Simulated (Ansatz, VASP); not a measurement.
# ScGa3: VASP beside Ansatz

Wanted: the spread between two codes on one cell, functional and k mesh. The cell is taken from a series of runs on this material, whose earlier steps may have relaxed, scaled, displaced or heated it; both programs get it as it stands.

Program: Ansatz 0.2.0. Level of theory: plane waves, with VASP 6.6.1 beside it; zone-centre phonons at PBEsol. Results are calculated unless marked as measured.

### 1. The structure

The structure is cubic, space group Pm-3m (No. 221). Conventional cell: a = 4.095 Å, b = 4.095 Å, c = 4.095 Å, α = 90.00°, β = 90.00°, γ = 90.00°. Sc has 12 Ga at 2.90 Å nearest. Ga has 4 Sc at 2.90 Å and 8 Ga at 2.90 Å nearest. Farther neighbours are not listed.

As a file:

```xyz
4
Lattice="4.0950 0.0000 0.0000 0.0000 4.0950 0.0000 0.0000 0.0000 4.0950" Properties=species:S:1:pos:R:3 pbc="T T T"
Sc    0.0000    0.0000    0.0000
Ga    0.0000    2.0475    2.0475
Ga    2.0475    0.0000    2.0475
Ga    2.0475    2.0475    0.0000
```

### 2. VASP: zone-centre phonons, PBEsol

Second derivatives magnify differences that forces hide, and they need a tight electronic threshold.

Lines of VASP's logs that name or quote its potential files are left out, and so is its time.

Input file INCAR:

```
SYSTEM = ScGa3
PREC = Accurate
ENCUT = 500
EDIFF = 1E-08
NELM = 120
ISMEAR = 1
SIGMA = 0.2
LREAL = .FALSE.
ALGO = Normal
GGA = PS
NBANDS = 31
LASPH = .TRUE.
LORBIT = 11
LWAVE = .FALSE.
LCHARG = .FALSE.
ISIF = 2
IBRION = 8
GGA_COMPAT = .FALSE.
KPAR = 2
```

Input file POSCAR:

```
ScGa3
1.0
    4.0950000000      0.0000000000      0.0000000000
    0.0000000000      4.0950000000      0.0000000000
    0.0000000000      0.0000000000      4.0950000000
Sc Ga
1 3
Direct
    0.0000000000      0.0000000000      0.0000000000
    0.0000000000      0.5000000000      0.5000000000
    0.5000000000      0.0000000000      0.5000000000
    0.5000000000      0.5000000000      0.0000000000
```

Input file KPOINTS:

```
Automatic mesh
0
Gamma
12 12 12
0 0 0
```

The projector-augmented-wave data sets are Sc_sv and Ga_d (PBE family, release 64).

On the command line:

```console
mpirun -np 2 vasp_std
```

Numbers of over 12 decimals in the logs are rounded to 6 here.

The log of the run:

```text
[banner, memory and clock lines left out]
running    2 mpi-ranks, on    1 nodes
 distrk:  each k-point on    1 cores,    2 groups
 distr:  one band on    1 cores,    1 groups

 POSCAR found type information on POSCAR ScGa
 POSCAR found :  2 types and       4 ions
|                                                                             |
|               ----> ADVICE to this user running VASP <----                  |
|                                                                             |
|     You enforced a specific xc type in the INCAR file but a different       |
|     [... a line on the potential file left out ...]
|     I HOPE YOU KNOW WHAT YOU ARE DOING!                                     |
|                                                                             |

 LDA part: xc-table for (Slater+PW92), standard interpolation
 POSCAR, INCAR and KPOINTS ok, starting setup
 FFT: planning ... GRIDC
 FFT: planning ... GRID_SOFT
 FFT: planning ... GRID
 WAVECAR not read
 entering main loop
       N       E                     dE             d eps       ncg     rms          rms(c)
DAV:   1     0.406466424395E+03    0.40647E+03   -0.23065E+04  5271   0.277E+03
DAV:   2     0.256073055754E+02   -0.38086E+03   -0.37345E+03  5216   0.618E+02
DAV:   3    -0.184683962384E+02   -0.44076E+02   -0.43220E+02  6280   0.180E+02
DAV:   4    -0.200241397744E+02   -0.15557E+01   -0.14993E+01  6781   0.336E+01
DAV:   5    -0.200676387689E+02   -0.43499E-01   -0.43481E-01  6582   0.626E+00    0.842E+00
DAV:   6    -0.189423777891E+02    0.11253E+01   -0.39278E+00  7058   0.163E+01    0.267E+00
DAV:   7    -0.188712707621E+02    0.71107E-01   -0.18116E-01  6221   0.413E+00    0.153E+00
DAV:   8    -0.188459642998E+02    0.25306E-01   -0.56003E-02  6964   0.179E+00    0.218E-01
DAV:   9    -0.188452159786E+02    0.74832E-03   -0.82125E-03  6149   0.106E+00    0.610E-02
DAV:  10    -0.188451933315E+02    0.22647E-04   -0.72993E-04  7548   0.287E-01    0.479E-02
DAV:  11    -0.188451693724E+02    0.23959E-04   -0.20117E-04  7144   0.159E-01    0.651E-03
DAV:  12    -0.188451701774E+02   -0.80498E-06   -0.13159E-05  7408   0.356E-02    0.286E-03
DAV:  13    -0.188451700738E+02    0.10356E-06   -0.65144E-07  7066   0.614E-03    0.213E-03
DAV:  14    -0.188451700675E+02    0.62892E-08   -0.18544E-07  7220   0.445E-03    0.197E-04
DAV:  15    -0.188451700748E+02   -0.72923E-08   -0.44760E-09  3423   0.708E-04
   1 F= -.18845170E+02 E0= -.18845878E+02  d E =0.212299E-02
 Linear response reoptimize wavefunctions to high precision
DAV:   1    -0.188451700737E+02    0.11405E-08   -0.15126E-09  3479   0.429E-04
DAV:   2    -0.188451700737E+02    0.36380E-11   -0.47743E-10  3066   0.292E-04
 Linear response DOF=           3
 Linear response progress:
  Degree of freedom:   1/  3
       N       E                     dE             d eps       ncg     rms          rms(c)
RMM:   1    -0.768255015292E+00   -0.76826E+00   -0.66667E+01 12948   0.886E+01
RMM:   2    -0.761767150437E+00    0.64879E-02   -0.16302E-01 19434   0.242E+00    0.143E-01
RMM:   3    -0.763032179119E+00   -0.12650E-02   -0.30868E-02 22330   0.788E-01    0.427E-02
RMM:   4    -0.761942374086E+00    0.10898E-02   -0.18621E-03 22751   0.234E-01    0.303E-02
RMM:   5    -0.761889230098E+00    0.53144E-04   -0.25968E-04 24756   0.815E-02    0.109E-02
RMM:   6    -0.761963252914E+00   -0.74023E-04   -0.26994E-05 23101   0.283E-02    0.729E-03
RMM:   7    -0.762052265481E+00   -0.89013E-04   -0.80613E-06 24532   0.111E-02    0.386E-04
RMM:   8    -0.762049514143E+00    0.27513E-05   -0.20230E-06 24035   0.401E-03    0.599E-04
RMM:   9    -0.762062047422E+00   -0.12533E-04   -0.91332E-07 23585   0.192E-03    0.111E-04
RMM:  10    -0.762063587658E+00   -0.15402E-05   -0.31422E-07 24510   0.844E-04    0.756E-05
RMM:  11    -0.762065447142E+00   -0.18595E-05   -0.18153E-07 23392   0.439E-04    0.190E-05
RMM:  12    -0.762065970574E+00   -0.52343E-06   -0.78475E-08 24595   0.259E-04    0.283E-06
RMM:  13    -0.762065853363E+00    0.11721E-06   -0.41997E-08 24410   0.171E-04    0.475E-06
RMM:  14    -0.762065879291E+00   -0.25929E-07   -0.22412E-08 23565   0.129E-04    0.329E-06
RMM:  15    -0.762065950343E+00   -0.71052E-07   -0.14307E-08 21083   0.103E-04    0.111E-06
RMM:  16    -0.762065964618E+00   -0.14275E-07   -0.81708E-09 17937   0.871E-05    0.100E-06
RMM:  17    -0.762065980548E+00   -0.15930E-07   -0.53355E-09 17311   0.780E-05    0.585E-07
RMM:  18    -0.762065995937E+00   -0.15390E-07   -0.43097E-09 18511   0.722E-05    0.270E-07
RMM:  19    -0.762065988668E+00    0.72694E-08   -0.34667E-09 14767   0.669E-05    0.317E-07
 first order change of Fermi-energy   0.55256E-03
 force on displaced ion       1 direction 1 :  -6.952  -0.000   0.000
 Linear response progress:
  Degree of freedom:   2/  3
       N       E                     dE             d eps       ncg     rms          rms(c)
RMM:   1    -0.165682808485E+00   -0.16568E+00    0.13210E-01 15757   0.537E+00
RMM:   2    -0.165646445888E+00    0.36363E-04   -0.34566E-02 21646   0.110E+00    0.281E-02
RMM:   3    -0.165782598078E+00   -0.13615E-03   -0.56475E-03 24156   0.418E-01    0.197E-02
RMM:   4    -0.165819259747E+00   -0.36662E-04   -0.65938E-04 22695   0.106E-01    0.132E-02
RMM:   5    -0.165843777875E+00   -0.24518E-04   -0.10803E-04 23270   0.439E-02    0.298E-03
RMM:   6    -0.165836360073E+00    0.74178E-05   -0.16221E-05 23505   0.155E-02    0.144E-03
RMM:   7    -0.165818746755E+00    0.17613E-04   -0.43838E-06 22871   0.772E-03    0.232E-04
RMM:   8    -0.165820647328E+00   -0.19006E-05   -0.11929E-06 23620   0.310E-03    0.125E-04
RMM:   9    -0.165822210413E+00   -0.15631E-05   -0.42319E-07 23525   0.153E-03    0.631E-05
RMM:  10    -0.165821081247E+00    0.11292E-05   -0.14086E-07 23182   0.777E-04    0.275E-05
RMM:  11    -0.165821029054E+00    0.52193E-07   -0.62074E-08 24369   0.417E-04    0.181E-05
RMM:  12    -0.165821094034E+00   -0.64980E-07   -0.26748E-08 24191   0.259E-04    0.121E-05
RMM:  13    -0.165821159369E+00   -0.65335E-07   -0.15870E-08 23496   0.185E-04    0.753E-06
RMM:  14    -0.165821226510E+00   -0.67141E-07   -0.11432E-08 23730   0.156E-04    0.166E-06
RMM:  15    -0.165821229514E+00   -0.30038E-08   -0.94174E-09 26045   0.128E-04    0.105E-06
 first order change of Fermi-energy  -0.59635E-04
 force on displaced ion       2 direction 1 :  -3.177   0.000  -0.000
 Linear response progress:
  Degree of freedom:   3/  3
       N       E                     dE             d eps       ncg     rms          rms(c)
RMM:   1    -0.167348500266E+00   -0.16735E+00    0.51060E-02 27744   0.601E+00
RMM:   2    -0.166594711675E+00    0.75379E-03   -0.40859E-02 37954   0.118E+00    0.321E-02
RMM:   3    -0.166581249266E+00    0.13462E-04   -0.50604E-03 42026   0.419E-01    0.248E-02
RMM:   4    -0.166621655844E+00   -0.40407E-04   -0.75099E-04 38902   0.122E-01    0.105E-02
RMM:   5    -0.166633903608E+00   -0.12248E-04   -0.12487E-04 41382   0.500E-02    0.313E-03
RMM:   6    -0.166629421984E+00    0.44816E-05   -0.27279E-05 40635   0.184E-02    0.800E-04
RMM:   7    -0.166626120987E+00    0.33010E-05   -0.11043E-05 41903   0.752E-03    0.346E-04
RMM:   8    -0.166622571267E+00    0.35497E-05   -0.39209E-06 41690   0.331E-03    0.864E-05
RMM:   9    -0.166621434312E+00    0.11370E-05   -0.18890E-06 42999   0.158E-03    0.272E-05
RMM:  10    -0.166621185631E+00    0.24868E-06   -0.66693E-07 42690   0.796E-04    0.189E-05
RMM:  11    -0.166620963629E+00    0.22200E-06   -0.31048E-07 41890   0.457E-04    0.621E-06
RMM:  12    -0.166620953617E+00    0.10012E-07   -0.13298E-07 41132   0.291E-04    0.274E-06
RMM:  13    -0.166620915733E+00    0.37884E-07   -0.10210E-07 44564   0.208E-04    0.149E-06
RMM:  14    -0.166620880316E+00    0.35417E-07   -0.52325E-08 49117   0.165E-04    0.626E-07
RMM:  15    -0.166620891210E+00   -0.10894E-07   -0.23672E-08 48109   0.142E-04    0.523E-07
RMM:  16    -0.166620880480E+00    0.10730E-07   -0.16863E-08 46624   0.130E-04    0.279E-07
RMM:  17    -0.166620886882E+00   -0.64019E-08   -0.16330E-08 44240   0.122E-04    0.159E-07
 first order change of Fermi-energy   0.10060E-04
 force on displaced ion       2 direction 2 :   0.000  -4.756   0.000
 Linear response finished
```

Parts of OUTCAR (step 2):

```text
ion  position               nearest neighbor table
   1  0.000  0.000  0.000-   2 2.90   3 2.90   4 2.90   2 2.90   3 2.90   2 2.90   4 2.90   2 2.90
                             3 2.90   4 2.90   3 2.90   4 2.90
   2  0.000  0.500  0.500-   1 2.90   3 2.90   4 2.90   1 2.90   4 2.90   1 2.90   3 2.90   1 2.90
                             3 2.90   4 2.90   4 2.90   3 2.90
   3  0.500  0.000  0.500-   1 2.90   2 2.90   4 2.90   1 2.90   4 2.90   2 2.90   4 2.90   4 2.90
                             1 2.90   2 2.90   1 2.90   2 2.90
   4  0.500  0.500  0.000-   1 2.90   2 2.90   3 2.90   2 2.90   3 2.90   1 2.90   3 2.90   3 2.90
                             1 2.90   2 2.90   2 2.90   1 2.90

  LATTYP: Found a simple cubic cell.
 ALAT       =     4.0950000000

 Subroutine GETGRP returns: Found 48 space group operations
 (whereof 48 operations were pure point group operations)

The static configuration has the point symmetry O_h .

 Found     84 irreducible k-points:

   k-points           NKPTS =     84   k-points in BZ     NKDIM =     84   number of bands    NBANDS=     31

   dimension x,y,z NGX =    30 NGY =   30 NGZ =   30
   dimension x,y,z NGXF=    60 NGYF=   60 NGZF=   60

   ENCUT  =  500.0 eV  36.75 Ry    6.06 a.u.   7.47  7.47  7.47*2*pi/ulx,y,z

   NELECT =      50.0000    total number of electrons

 k-points in reciprocal lattice and weights: Automatic mesh
   0.00000000  0.00000000  0.00000000       0.001
   0.08333333  0.00000000  0.00000000       0.003
   0.16666667  0.00000000  0.00000000       0.003
   0.25000000  0.00000000  0.00000000       0.003
   0.33333333  0.00000000  0.00000000       0.003
   0.41666667  0.00000000  0.00000000       0.003
   0.50000000  0.00000000  0.00000000       0.002
   0.08333333  0.08333333  0.00000000       0.007
   0.16666667  0.08333333  0.00000000       0.014
[...]
0.50000000  0.50000000  0.41666667       0.003
   0.50000000  0.50000000  0.50000000       0.001

 average (electrostatic) potential at core
       1 -44.2723       2 -63.8335       3 -63.8335       4 -63.8335

  Total       -1.1362956     -1.1362956     -1.1362956      0.0000000      0.0000000     -0.0000000
  in kB      -26.5118593    -26.5118593    -26.5118593      0.0000000      0.0000000     -0.0000000
  external PRESSURE =     -26.5118593 kB  Pullay stress =       0.0000000 kB

  energy-cutoff  :      500.00
  volume of cell :       68.67
      direct lattice vectors                 reciprocal lattice vectors
     4.095000000  0.000000000  0.000000000     0.244200244  0.000000000  0.000000000
     0.000000000  4.095000000  0.000000000     0.000000000  0.244200244  0.000000000
     0.000000000  0.000000000  4.095000000     0.000000000  0.000000000  0.244200244

 POSITION                                       TOTAL-FORCE (eV/Angst)
 -----------------------------------------------------------------------------------
      0.00000      0.00000      0.00000         0.000000      0.000000      0.000000
      0.00000      2.04750      2.04750         0.000000      0.000000      0.000000
      2.04750      0.00000      2.04750         0.000000      0.000000      0.000000
      2.04750      2.04750      0.00000         0.000000      0.000000      0.000000
 -----------------------------------------------------------------------------------
    total drift:                                0.000000      0.000000     -0.000000

 Eigenvectors and eigenvalues of the dynamical matrix
 ----------------------------------------------------

   1 f  =    7.257080 THz    45.597579 2PiTHz  242.070137 cm-1    30.012858 meV
             X         Y         Z           dx          dy          dz
      0.000000  0.000000  0.000000     0.487429   -0.663572    0.016325
      0.000000  2.047500  2.047500     0.070789    0.315961   -0.007773
      2.047500  0.000000  2.047500    -0.232090   -0.096370   -0.007773
      2.047500  2.047500  0.000000    -0.232090    0.315961    0.002371

   2 f  =    7.257080 THz    45.597579 2PiTHz  242.070137 cm-1    30.012858 meV
             X         Y         Z           dx          dy          dz
      0.000000  0.000000  0.000000     0.398600    0.308811    0.651103
      0.000000  2.047500  2.047500     0.057888   -0.147041   -0.310023
      2.047500  0.000000  2.047500    -0.189794    0.044848   -0.310023
      2.047500  2.047500  0.000000    -0.189794   -0.147041    0.094559

   3 f  =    7.257080 THz    45.597579 2PiTHz  242.070137 cm-1    30.012858 meV
             X         Y         Z           dx          dy          dz
      0.000000  0.000000  0.000000     0.530766    0.377478   -0.503964
      0.000000  2.047500  2.047500     0.077083   -0.179736    0.239963
      2.047500  0.000000  2.047500    -0.252725    0.054821    0.239963
      2.047500  2.047500  0.000000    -0.252725   -0.179736   -0.073190

   4 f  =    3.880683 THz    24.383049 2PiTHz  129.445645 cm-1    16.049207 meV
             X         Y         Z           dx          dy          dz
      0.000000  0.000000  0.000000     0.000000   -0.000000   -0.000000
      0.000000  2.047500  2.047500    -0.000000    0.275738   -0.620520
      2.047500  0.000000  2.047500    -0.197291    0.000000    0.620520
      2.047500  2.047500  0.000000     0.197291   -0.275738    0.000000

   5 f  =    3.880683 THz    24.383049 2PiTHz  129.445645 cm-1    16.049207 meV
             X         Y         Z           dx          dy          dz
      0.000000  0.000000  0.000000     0.000000    0.000000    0.000000
      0.000000  2.047500  2.047500    -0.000000   -0.494121   -0.059882
      2.047500  0.000000  2.047500    -0.502254   -0.000000    0.059882
      2.047500  2.047500  0.000000     0.502254    0.494121   -0.000000

   6 f  =    3.880683 THz    24.383049 2PiTHz  129.445645 cm-1    16.049207 meV
             X         Y         Z           dx          dy          dz
      0.000000  0.000000  0.000000    -0.000000    0.000000   -0.000000
      0.000000  2.047500  2.047500     0.000000   -0.424044   -0.333720
      2.047500  0.000000  2.047500     0.456965   -0.000000    0.333720
      2.047500  2.047500  0.000000    -0.456965    0.424044    0.000000

   7 f  =    3.814844 THz    23.969372 2PiTHz  127.249499 cm-1    15.776920 meV
             X         Y         Z           dx          dy          dz
      0.000000  0.000000  0.000000     0.359708   -0.115714   -0.005679
      0.000000  2.047500  2.047500    -0.804032   -0.082065   -0.004027
      2.047500  0.000000  2.047500     0.255107    0.258648   -0.004027
      2.047500  2.047500  0.000000     0.255107   -0.082065    0.012693

   8 f  =    3.814844 THz    23.969372 2PiTHz  127.249499 cm-1    15.776920 meV
             X         Y         Z           dx          dy          dz
      0.000000  0.000000  0.000000    -0.008107   -0.006664   -0.377758
      0.000000  2.047500  2.047500     0.018122   -0.004726   -0.267908
      2.047500  0.000000  2.047500    -0.005750    0.014896   -0.267908
      2.047500  2.047500  0.000000    -0.005750   -0.004726    0.844380

   9 f  =    3.814844 THz    23.969372 2PiTHz  127.249499 cm-1    15.776920 meV
             X         Y         Z           dx          dy          dz
      0.000000  0.000000  0.000000     0.115569    0.359691   -0.008826
      0.000000  2.047500  2.047500    -0.258324    0.255095   -0.006259
      2.047500  0.000000  2.047500     0.081962   -0.803995   -0.006259
      2.047500  2.047500  0.000000     0.081962    0.255095    0.019728

  10 f/i=    0.016533 THz     0.103881 2PiTHz    0.551488 cm-1     0.068376 meV
             X         Y         Z           dx          dy          dz
      0.000000  0.000000  0.000000    -0.414932   -0.075453   -0.033845
      0.000000  2.047500  2.047500    -0.511635   -0.093421   -0.041905
      2.047500  0.000000  2.047500    -0.513740   -0.093039   -0.041905
      2.047500  2.047500  0.000000    -0.513740   -0.093421   -0.041733

  11 f/i=    0.016533 THz     0.103881 2PiTHz    0.551488 cm-1     0.068376 meV
             X         Y         Z           dx          dy          dz
      0.000000  0.000000  0.000000     0.079342   -0.412049   -0.054102
      0.000000  2.047500  2.047500     0.097834   -0.510172   -0.066986
      2.047500  0.000000  2.047500     0.098236   -0.508081   -0.066986
      2.047500  2.047500  0.000000     0.098236   -0.510172   -0.066711

  12 f/i=    0.016533 THz     0.103881 2PiTHz    0.551488 cm-1     0.068376 meV
             X         Y         Z           dx          dy          dz
      0.000000  0.000000  0.000000    -0.023313   -0.059406    0.418252
      0.000000  2.047500  2.047500    -0.028747   -0.073552    0.517851
      2.047500  0.000000  2.047500    -0.028865   -0.073251    0.517851
      2.047500  2.047500  0.000000    -0.028865   -0.073552    0.515729

 ELASTIC MODULI CONTR FROM IONIC RELAXATION (kBar)
 Direction    XX          YY          ZZ          XY          YZ          ZX
 --------------------------------------------------------------------------------
 XX           0.0000      0.0000      0.0000      0.0000      0.0000      0.0000
 YY           0.0000      0.0000      0.0000      0.0000      0.0000      0.0000
 ZZ           0.0000      0.0000      0.0000      0.0000      0.0000      0.0000
 XY           0.0000      0.0000      0.0000      0.0000      0.0000      0.0000
 YZ           0.0000      0.0000      0.0000      0.0000      0.0000      0.0000
 ZX           0.0000      0.0000      0.0000      0.0000      0.0000      0.0000
 --------------------------------------------------------------------------------
```

(Part 1 of 2 ends here.)

[Lines on the potential files, build, host, timing and source positions are cut from VASP's logs without a mark.]

[Logs are printed without paths, hosts, clocks, repeated set-up lines and the standing remarks that a program may print on its own settings, such as how far it seeks lower states.]

[Hosts, paths, dates, database ids (printed as entryN), source tags and the programs' standing remarks are cut or masked in the printed files.]
